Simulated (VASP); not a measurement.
Crystal: Be.

```
Be
1.0
     2.28530    0.00000    0.00000
    -1.14265    1.97913    0.00000
     0.00000    0.00000    3.58420
Be
2
Direct
  0.33333 0.66667 0.25000
  0.66667 0.33333 0.75000
```

- Program: VASP 6.6.1
- Task: relaxation of cell and atoms
- Functional: PBEsol
- Potentials or basis: VASP PAW PBE potentials, release 64 (Be)
- Cutoff: 600 eV
- k mesh: 18 × 18 × 10
- Occupations: methfessel-paxton, width 0.1 eV
- Spin: no spin polarisation

At the start: pressure -3.6 GPa; volume 8.11 Å³/atom.

Problem. How do energy, volume and symmetry change on relaxing?

Solution. Over 5 steps the energy falls by 3.3 meV/atom and the volume is 7.85 Å³/atom (-3.1 %); space group P6_3/mmc (No. 194, to 0.05 Å).

Step by step:
| step | energy change (eV) | largest force (eV/Å) | pressure (GPa) | volume (Å³) |
| --- | --- | --- | --- | --- |
| 1 | 0.0000 | 0.0000 | -3.61 | 16.21 |
| 2 | -0.0065 | 0.0000 | -0.58 | 15.79 |
| 3 | -0.0067 | 0.0000 | 0.03 | 15.71 |
| 4 | -0.0067 | 0.0000 | 0.11 | 15.70 |
| 5 | -0.0067 | 0.0000 | 0.06 | 15.70 |

Final structure:
```
Be
1.0
     2.25430    0.00000    0.00000
    -1.12715    1.95228    0.00000
     0.00000    0.00000    3.56772
Be
2
Direct
  0.33333 0.66667 0.25000
  0.66667 0.33333 0.75000
```

Caveat: the PAW data sets were made with another functional, which shifts forces and pressure a little.
